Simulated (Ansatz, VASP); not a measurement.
# Cross-check of Ga2O3 between VASP and Ansatz, part 2 of 2

Wanted: the spread between two codes on one cell, functional and k mesh. The two relaxations start from unlike cells of this crystal (the structure described is Ansatz's start), so only their ends are compared.

VASP 6.6.1 and Ansatz 0.2.0.

So far: Set-up; VASP: relaxation of cell and atoms, PBE.

**3. Ansatz: relaxation of cell and atoms, PBE**

Level of this step: Ansatz beside VASP: Kohn-Sham DFT, plane waves, PBE (Ansatz).

Ansatz runs on its default PAW (the set named soft_2) files.

Its own start cell and the same functional, mesh and smearing now go to Ansatz, which takes its cutoff from its data sets.

The input, input.yaml:

```yaml
crystal:
  lattice:
    - [2.4986991939, 1.4426246522, 4.4835497685]
    - [-2.4986991939, 1.4426246522, 4.4835497685]
    - [0.0, -2.8852493044, 4.4835497685]
  atoms:
    - { symbol: Ga, position: [0.85558558, 0.85558558, 0.85558558] }
    - { symbol: Ga, position: [0.64441442, 0.64441442, 0.64441442] }
    - { symbol: Ga, position: [0.14441442, 0.14441442, 0.14441442] }
    - { symbol: Ga, position: [0.35558558, 0.35558558, 0.35558558] }
    - { symbol: O, position: [0.75, 0.44683282, 0.05316718] }
    - { symbol: O, position: [0.44683282, 0.05316718, 0.75] }
    - { symbol: O, position: [0.05316718, 0.75, 0.44683282] }
    - { symbol: O, position: [0.25, 0.55316718, 0.94683282] }
    - { symbol: O, position: [0.94683282, 0.25, 0.55316718] }
    - { symbol: O, position: [0.55316718, 0.94683282, 0.25] }
kpoints:
  mp_grid: { grid: [6, 6, 6] }
hamiltonian:
  xc: pbe
scf:
  occupations: { method: fermi_dirac, width: 0.02 }
relax:
  f_tol: 0.01
  max_steps: 60
  cell: {}
```

The run is started by

```console
$ ansatz run input.yaml --threads 3 --pin off --max-ram 92160MiB --backend cuda --devices 1 --max-vram 13GiB --events-out ev --progress --plain --runs-dir out
```

Numbers of over 12 decimals in the logs are rounded to 6 here.

The program printed:

```text
GPUs: using 1 of 1 available (devices: 1).
Engine: ansatz 0.2.0, x86_64-unknown-linux-gnu
Pseudopotentials: kind: paw
Pseudopotential: Ga, paw, valence charge 13, recommended cutoff 420 eV (normal), Ga.paw.azcp
Pseudopotential: O, paw, valence charge 6, recommended cutoff 420 eV (normal), O.paw.azcp
Functional definition: PBE
  parameter kappa = 0.804
  parameter beta = 0.066725
  exchange = pbe_x(kappa = kappa, mu = beta*pi^2/3)
  correlation = pbe_c(beta = beta)
device memory: the entry about to start is reckoned to put 2.1 GiB on a device that reports 29.2 GiB free (of which the cap on the GPU budget leaves the run 13.0 GiB)
GPU FFT provider: cuFFT
GPU libraries: cuBLAS 13.8.2, cuFFT 12.4.0, cuSOLVER 12.3.4
Crystal: 10 atoms, lattice volume = 96.971 Å³
Basis set: ecut = 420 eV, 1899 PW (Γ), exchange–correlation on 72×72×72 points (8 copies of the dense FFT grid, shifted against one another)
Bands: 54, of which v1, the nominal top of the filled ones, is band 44 counted from 1 (43 counted from 0)
Symmetry: 12 space group operations
Space group: R-3c (ITA 167), of the structure as read, at distance tolerance 4.6e-5 Å
k-points: 32 of 216
Non-local potential: Ga, projectors of the file, l = 0: 2, l = 1: 2, l = 2: 3, l = 3: 1
Non-local potential: O, projectors of the file, l = 0: 2, l = 1: 2, l = 2: 1
PAW form: soft (Blöchl's): semilocal exchange-correlation on the pseudo side does not see the compensation charge
PAW one-centre angular grid: Ga, 590 points (default); XC on 64 Gauss nodes
PAW one-centre angular grid: O, 110 points (default); XC on 64 Gauss nodes
Initial density: superposition of atomic densities (neutral atoms: chi_scale 0, normalization atom), corrected by the library's trained network
Initial wavefunctions: pseudopotential atomic-orbital guess
GPU buffer pool allocated for 46656 grid points (all kernels)
GPU transforms: local potential and band sums: pruned to the plane-wave sphere, on 36×36×36
Functional: x = pbe(κ = 0.804, μ = 0.219515), c = pbe(β = 0.066725)
SCF iter   1: F=—  HF=-18539.725527 eV  |F-HF|=—  |Δ(HF+E_count)|=         —  Δρ=1.03e-3  dr2=2.32e-4  ethr=1.77e-3  ⟨swp⟩=6.3  Hψ=6495  notcnv=0  defer=1
preconditioner: auto → Resta (q_TF=auto, 2.685 Å⁻¹)  ε∞=4.8  [insulator: Δε(μ)=2.783 eV  Ē_g=18.153 eV  σ=0.020 eV  W_gap=1.00  n_scr=26 (ndim 8)  ℏωp=35.4 eV  f_vac=0.015  D(μ)=0.00/eV (n_scr^D=0)  ε∞_Penn≈4.8]
SCF iter   2: F=—  HF=-18539.725842 eV  |F-HF|=—  |Δ(HF+E_count)|=   3.15e-4  Δρ=5.69e-4  dr2=6.69e-5  ethr=2.64e-7  ⟨swp⟩=2.7  Hψ=3841  notcnv=0  defer=70
SCF iter   3: F=—  HF=-18539.726529 eV  |F-HF|=—  |Δ(HF+E_count)|=   6.87e-4  Δρ=2.68e-4  dr2=1.96e-5  ethr=7.60e-8  ⟨swp⟩=2.1  Hψ=2662  notcnv=0  defer=70
SCF iter   4: F=—  HF=-18539.726619 eV  |F-HF|=—  |Δ(HF+E_count)|=   8.99e-5  Δρ=3.72e-5  dr2=1.11e-6  ethr=2.23e-8  ⟨swp⟩=2.0  Hψ=2944  notcnv=0  defer=70
SCF iter   5: F=—  HF=-18539.726621 eV  |F-HF|=—  |Δ(HF+E_count)|=   1.93e-6  Δρ=1.45e-5  dr2=2.08e-7  ethr=1.27e-9  ⟨swp⟩=2.0  Hψ=2912  notcnv=0  defer=70
SCF iter   6: F=-18539.726621 eV  HF=-18539.726621 eV  |F-HF|=2.09e-8  |Δ(HF+E_count)|=   2.81e-7  Δρ=7.03e-6  dr2=2.93e-8  ethr=1.14e-10  ⟨swp⟩=4.1  Hψ=6054  notcnv=0
SCF 1 converged in 6 iterations: F = -18539.726621 eV  dr2 = 2.93e-8
  greatest PAW one-centre occupation: 0.998 electrons in one spin orbital (limit 2), on the Ga atom at site 1 (counted from 0), in its partial waves of l = 2
relax step   1: F+E_penalty+E_count = -18539.72662118 eV  Δ(F+E_penalty+E_count) = +0.000e0 eV  max|allowed force component| = 4.705e-2 eV/Å  Δτ_max = 0.0000 Å  P = +7.993 GPa  Ω = 96.971 Å³  (6 SCF iters, dr2 threshold 1.00e-7 eV, accepted)
[...]
relax step   7: F+E_penalty+E_count = -18539.81355086 eV  Δ(F+E_penalty+E_count) = +6.400e-4 eV  max|allowed force component| = 6.227e-4 eV/Å  Δτ_max = 0.0006 Å  P = +0.012 GPa  Ω = 100.592 Å³  energy of the carried Pulay correction = -8.137e-4 eV  (4 SCF iters, dr2 threshold 2.74e-7 eV, accepted)
[...]
relax step   8: F+E_penalty+E_count = -18539.81418828 eV  Δ(F+E_penalty+E_count) = -6.374e-4 eV  max|allowed force component| = 5.854e-4 eV/Å  Δτ_max = 0.0000 Å  P = +0.017 GPa  Ω = 100.592 Å³  stress off target by 2.26e-2 GPa  SCF on the basis re-selected at this cell (its energy is not comparable with the rows above)  (5 SCF iters)
basis re-selected at this cell: Δ(F+E_penalty+E_count) = -6.374e-4 eV, ΔP = +0.005 GPa vs the last step (what re-selecting the basis moved, of the pressure what is left beyond the Pulay correction that the steps carried, after the strain that the cell walked since its last selection, with what the two solves' SCF thresholds leave and, on support functions, any second-order correction that the steps lacked; it is no m [...]
SCF converged after 5 iterations
Free energy (F): -18539.814188 eV
Harris-Foulkes:  -18539.814188 eV  (|F-HF|=1.82e-10)
Internal energy: -18539.814188 eV  (E = F + TS)
E sigma→0 (E₀):  -18539.814188 eV
Fermi energy:    9.816455 eV
--- Per-component energies (eV) ---
  E_band       = -38.833942
  E_kinetic    = 1517.073710
  E_local      = -8663.673361  (includes V_loc(G=0)·N_el)
  E_nonlocal   = 2022.689350
  E_hartree    = 3902.291457
  E_xc         = -711.187459
  E_vxc        = -788.850626  (∫ρ·V_xc dr)
  E_paw        = -8946.014206  (= ΣΔE_a)
  E_vpaw       = -1930.670390  (= ΣTr[D̂ρ^β])
  E_aug_tail   = 0.014255  (compensation charges beyond the density's cutoff)
  E_ewald      = -7661.007934
  E_smearing   = -0.000000  (= −TS)
  E_closure    = -0.000000  (closes the sum)
  Σ components = -18539.814188   (vs F -18539.814188, Δ=0.00e0)
--- Forces (eV/Å), atoms counted from 1 ---
  atom   1  Ga     0.00000000     0.00000000     0.00058246
  atom   2  Ga     0.00000000    -0.00000000    -0.00058246
  atom   3  Ga    -0.00000000    -0.00000000    -0.00058246
  atom   4  Ga    -0.00000000     0.00000000     0.00058246
  atom   5  O      0.00029270    -0.00050697    -0.00000000
  atom   6  O     -0.00058540    -0.00000000    -0.00000000
  atom   7  O      0.00029270     0.00050697     0.00000000
  atom   8  O     -0.00029270     0.00050697     0.00000000
  atom   9  O     -0.00029270    -0.00050697    -0.00000000
  atom  10  O      0.00058540     0.00000000     0.00000000
  max |Σ_I F_I| component: 8.13e-18 eV/Å
--- Stress (GPa, compression-positive) ---
        0.014452       0.000000      -0.000000
        0.000000       0.014452       0.000000
       -0.000000       0.000000       0.022612
  P = ⅓ Tr σ = 0.0172 GPa (0.172 kbar)
--- Band table (eV; the first three rows and the last of 32) ---
  k-point 0: bands = [... 40 lower, 8.2794, 8.2868, 8.3645, 8.3645, 10.9981, 14.9154, 15.1674, 17.1133, ... 6 higher]
  k-point 1: bands = [... 40 lower, 8.0764, 8.1579, 8.4241, 8.5256, 11.8690, 14.8217, 15.4766, 16.7644, ... 6 higher]
  k-point 2: bands = [... 40 lower, 7.9051, 7.9814, 8.4137, 8.5391, 13.3406, 14.7116, 15.3578, 15.9644, ... 6 higher]
  k-point 31: bands = [... 40 lower, 8.3048, 8.3048, 8.3048, 8.3048, 14.0802, 14.0802, 16.0875, 16.0875, ... 6 higher]
--- Relaxed structure (6 steps of the walk, 6 accepted, 2 SCFs on fresh bases) ---
  F+E_penalty+E_count = -18539.81418828 eV   max|allowed force component| = 5.854e-4 eV/Å   (the final SCF, on the basis selected at the relaxed cell)
  cell:  # Å, volume = 100.5925 Å³
    - [2.528830, 1.460021, 4.540832]
    - [-2.528830, 1.460021, 4.540832]
    - [0, -2.920042, 4.540832]
  atoms:
    - { symbol: Ga, position: [0.855841, 0.855841, 0.855841] }
    - { symbol: Ga, position: [0.644159, 0.644159, 0.644159] }
    - { symbol: Ga, position: [0.144159, 0.144159, 0.144159] }
    - { symbol: Ga, position: [0.355841, 0.355841, 0.355841] }
    - { symbol: O, position: [0.75, 0.446877, 0.053123] }
    - { symbol: O, position: [0.446877, 0.053123, 0.75] }
    - { symbol: O, position: [0.053123, 0.75, 0.446877] }
    - { symbol: O, position: [0.250000, 0.553123, 0.946877] }
    - { symbol: O, position: [0.946877, 0.25, 0.553123] }
    - { symbol: O, position: [0.553123, 0.946877, 0.250000] }
```

**4. Side by side**

Known differences besides the potentials themselves: the cutoff is 420 eV in Ansatz and 600 eV in VASP; Ansatz adds a Pulay correction to the stress that steers its cell, VASP none. Total energies have different zeros and are not compared.

Compared:

```
                                         quantity  Ansatz    VASP  difference
                                      volume (Å³)  100.59  100.92     -0.32 %
edge a after relaxation, in the typed setting (Å)   5.399   5.404     -0.10 %
```

**5. Outcome**

```json
{
  "difference in volume (relaxation of cell and atoms, PBE)": "-0.32 %"
}
```

**Reading.** The difference in volume is -0.32 % (relaxation of cell and atoms, PBE), within the 1.2 % picked in this series as the mark of a large difference, as far as the stopping tolerances let one tell. Such differences can come from data sets, numerical settings and the points named under the comparisons, not from the functional's error against experiment.

[Lines on the potential files, build, host, timing and source positions are cut from VASP's logs without a mark.]

[Logs are printed without paths, hosts, clocks, repeated set-up lines and the standing remarks that a program may print on its own settings, such as how far it seeks lower states.]

[Hosts, paths, dates, database ids (printed as entryN), source tags and the programs' standing remarks are cut or masked in the printed files.]
